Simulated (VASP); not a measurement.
Input:

```
CELL_PARAMETERS angstrom
      2.76714     0.00000     0.00000
      0.00000     2.76714     0.00000
      0.00000     0.00000     3.98774
ATOMIC_POSITIONS crystal
  Ti 0.50000 0.50000 0.50000
  Al 0.00000 0.00000 0.00000
```

Method: LDA (Ceperley-Alder, Perdew-Zunger) with spin-orbit coupling, VASP's LDA PAW potentials (set 64) (plane waves; VASP). Numerical set-up: 400 eV cut-off, 12×12×8 Γ-centred mesh, Gaussian smearing of 0.050 eV, potentials Ti_sv Al.

### Question
The job: TiAl (space group P4/mmm), 2 atoms, LDA+SOC, static run, 400 eV, 12×12×8 Γ-centred mesh. Roughly how much core time does it take on a busy server core?

### Answer
About 3 core-minutes (one run on a shared machine, a rough figure). It had 140 irreducible k-points, 22 bands, up to 1164 plane waves and 13 electronic steps.

The structure comes from a computed database's TiAl entry (P4/mmm); how it stands against other phases isn't given here. It was relaxed first.
